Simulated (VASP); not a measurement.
Consider the following.

```yaml
crystal:
  lattice:
    - [4.36387, 0.00000, 0.00000]
    - [-2.18193, 3.77922, 0.00000]
    - [0.00000, 0.00000, 4.94472]
  atoms:
    - { symbol: Nb, position: [0.33333, 0.66667, 0.93749] }
    - { symbol: Nb, position: [0.66667, 0.33333, 0.43749] }
    - { symbol: Si, position: [0.33333, 0.66667, 0.43751] }
    - { symbol: Si, position: [0.66667, 0.33333, 0.93751] }
```

Calculation: PBEsol GGA, VASP's PBE PAW potentials (set 64) (plane waves; VASP). Run with 400 eV cut-off, 9×9×7 Γ-centred mesh, tetrahedra with Blöchl corrections, potentials Nb_sv Si.

Question: Predict the energy per atom (σ→0), band gap (on the k-mesh) with the smallest direct gap where there is one.

Answer: 
```yaml
band gap (on the k-mesh): none (metal, semimetal or under 0.01 eV)
energy per atom (σ→0): -8230 meV/atom
```

The structure was generated: NbSi was put into the wurtzite type (P6_3mc), which need not be its known phase. It was relaxed first, which changed the volume by -36 %. The relaxed cell has space group P6_3/mmc.
